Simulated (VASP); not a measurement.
Consider the following.

```
SrO
1.0
    0.00000     2.57392     2.54958
    2.55413     0.00000     2.54958
    2.55413     2.57392     0.00000
Sr O
1 1
Direct
  0.00000   0.00000   0.00000
  0.49602   0.50398   0.50398
```

Method: PBE GGA, VASP's PBE PAW potentials (set 64) (plane waves; VASP). Run with 520 eV cut-off, KSPACING 0.35 per Å, Gaussian smearing of 0.050 eV, potentials Sr_sv O.

Problem. Give the stress tensor in GPa (positive for a compressed cell).

Solution. 
```
5.15  0.00  0.00
0.00  3.93  0.00
0.00  0.00  5.38
```
The pressure is its mean diagonal, 4.82 GPa.

The compound is SrO in the rock salt structure. The cell was not relaxed at this level, atoms are displaced from their ideal sites. The run is one of a series of settings (KGAMMA = .TRUE., KSPACING = 0.35, KPOINTS file removed against the base run), some of them coarse on purpose.
